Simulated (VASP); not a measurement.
```
TiN3P
1.0
    2.79341     0.00000     0.00000
    0.00000     2.64262     4.21691
    0.00000    -2.64262     4.21691
Ti P N
1 1 3
Direct
  0.00000   0.42098   0.42098
  0.50000   0.07478   0.07478
  0.50000   0.71777   0.22798
  0.50000   0.22798   0.71777
  0.00000   0.18654   0.18654
```

All values below come from LDA (Ceperley-Alder, Perdew-Zunger), VASP's LDA PAW potentials (set 64) (plane waves; VASP). Numerical set-up: 520 eV cut-off, 9×6×6 Γ-centred mesh, tetrahedra with Blöchl corrections, potentials Ti_sv P N.

The cores are frozen, which limits the accuracy of field gradients.

Question: Give the principal components of the electric field gradient (V/Å²) and the asymmetry η at each nucleus.

Answer: 
```tsv
atom	Vxx	Vyy	Vzz	η
Ti1	-56.2	-35.0	91.3	0.23
P2	28.0	17.8	-45.8	0.22
N3	-19.6	-3.8	23.5	0.67
N4	-19.6	-3.8	23.5	0.67
N5	54.7	4.5	-59.2	0.85
```

The structure comes from a computed database's TiPN3 entry (Amm2); how it stands against other phases isn't given here. It was relaxed first.
